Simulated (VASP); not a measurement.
Level of theory: PBE GGA, VASP's PBE PAW potentials (set 64) (plane waves; VASP).

Input for VASP

**POSCAR**
```
Sn
1
   -2.9842420000     2.9842420000     1.6232890000
    2.9842420000    -2.9842420000     1.6232890000
    2.9842420000     2.9842420000    -1.6232890000
Sn
2
Direct
  0.7500000000   0.2500000000   0.5000000000
  0.0000000000   0.0000000000   0.0000000000
```

KPOINTS:
```
Automatic mesh
0
Gamma
12 12 12
0 0 0
```

INCAR:
```
EDIFF  =  1E-6
PREC  =  Accurate
GGA  =  PE   ! PBE
ISMEAR  =  1   ! Methfessel-Paxton
LREAL  =  .False.
SIGMA  =  0.05   ! width (eV)
ALGO  =  Normal   ! blocked Davidson
LASPH  =  .True.   ! aspherical one-centre terms
SYSTEM  =  Sn
ISIF  =  2   ! forces and stress, cell fixed
ENCUT  =  300   ! plane-wave cut-off (eV)
LMAXMIX  =  4   ! l cut-off of mixed one-centre charges
LCHARG  =  .False.
LWAVE  =  .False.
NELM  =  100   ! most electronic steps
```

POTCAR, in this order: Sn_d (PBE.64 set). Program: vasp_std.

The resulting files:

### OUTCAR
```
 ion  position               nearest neighbor table
   1  0.750  0.250  0.500-   2 3.09   2 3.09   2 3.09   2 3.09
   2  0.000  0.000  0.000-   1 3.09   1 3.09   1 3.09   1 3.09
  LATTYP: Found a body centered tetragonal cell.
 ALAT       =     5.9684840000
 C/A-ratio  =     0.5439535400
 Subroutine PRICEL returns:
 Original cell was already a primitive cell.
 Subroutine GETGRP returns: Found 16 space group operations
The static configuration has the point symmetry D_2d.
 The point group associated with its full space group is D_4h.
The dynamic configuration has the point symmetry D_2d.
 Subroutine INISYM returns: Found 16 space group operations
 Subroutine IBZKPT returns following result:
 Found    163 irreducible k-points:

 Following reciprocal coordinates:
            Coordinates               Weight
  0.000000  0.000000  0.000000      1.000000
  0.083333  0.000000  0.000000      8.000000
  0.166667  0.000000  0.000000      8.000000
  0.250000  0.000000  0.000000      8.000000
  0.333333  0.000000  0.000000      8.000000
  0.416667  0.000000  0.000000      8.000000
  0.500000  0.000000  0.000000      4.000000
...
```

### OSZICAR
```
       N       E                     dE             d eps       ncg     rms          rms(c)
DAV:   1     0.172027130510E+03    0.17203E+03   -0.11437E+04  5904   0.173E+03
DAV:   2     0.701563972736E+01   -0.16501E+03   -0.16314E+03  5918   0.367E+02
DAV:   3    -0.724895495895E+01   -0.14265E+02   -0.14113E+02  6780   0.120E+02
DAV:   4    -0.761072402828E+01   -0.36177E+00   -0.36090E+00  6588   0.208E+01
DAV:   5    -0.762337619241E+01   -0.12652E-01   -0.12652E-01  7820   0.341E+00    0.210E+00
DAV:   6    -0.761164225060E+01    0.11734E-01   -0.26045E-02  7564   0.237E+00    0.119E+00
DAV:   7    -0.760872833130E+01    0.29139E-02   -0.18530E-02  7578   0.192E+00    0.138E-01
DAV:   8    -0.760868614858E+01    0.42183E-04   -0.17184E-03  6640   0.609E-01    0.331E-02
DAV:   9    -0.760869576558E+01   -0.96170E-05   -0.45000E-05  7260   0.674E-02    0.125E-02
DAV:  10    -0.760869503017E+01    0.73541E-06   -0.57795E-06  6512   0.328E-02
   1 F= -.76086950E+01 E0= -.76087164E+01  d E =0.641525E-04
```

### OUTCAR
```
------------------------ aborting loop because EDIFF is reached ----------------------------------------
  FORCE on cell =-STRESS in cart. coord.  units (eV):
  Direction    XX          YY          ZZ          XY          YZ          ZX
  --------------------------------------------------------------------------------------
  Total       -0.4712532     -0.4712532     -0.4280929      0.0000000      0.0000000      0.0000000
  in kB      -13.0569277    -13.0569277    -11.8610918      0.0000000      0.0000000      0.0000000
  external PRESSURE =     -12.6583158 kB  Pullay stress =       0.0000000 kB
  volume of cell :       57.83
      direct lattice vectors                 reciprocal lattice vectors
    -2.984242000  2.984242000  1.623289000     0.000000000  0.167546734  0.308016626
     2.984242000 -2.984242000  1.623289000     0.167546734  0.000000000  0.308016626
     2.984242000  2.984242000 -1.623289000     0.167546734  0.167546734  0.000000000
 POSITION                                       TOTAL-FORCE (eV/Angst)
 -----------------------------------------------------------------------------------
      0.00000      2.98424      0.81164         0.000000     -0.000000     -0.000000
      0.00000      0.00000      0.00000        -0.000000      0.000000      0.000000
 -----------------------------------------------------------------------------------
    total drift:                               -0.000000      0.000000      0.000000
  FREE ENERGIE OF THE ION-ELECTRON SYSTEM (eV)
  ---------------------------------------------------
  free  energy   TOTEN  =        -7.6086950302 eV

  energy  without entropy=       -7.6087591827  energy(sigma->0) =       -7.60871641
```
(Selected blocks of OUTCAR.)

At this cut-off the stress carries a Pulay error, which pulls relaxed volumes low.

The structure comes from a computed database's Sn entry; how it stands against other phases isn't given here. The cell was not relaxed at this level, and its volume differs by +4.6 % from the start's.
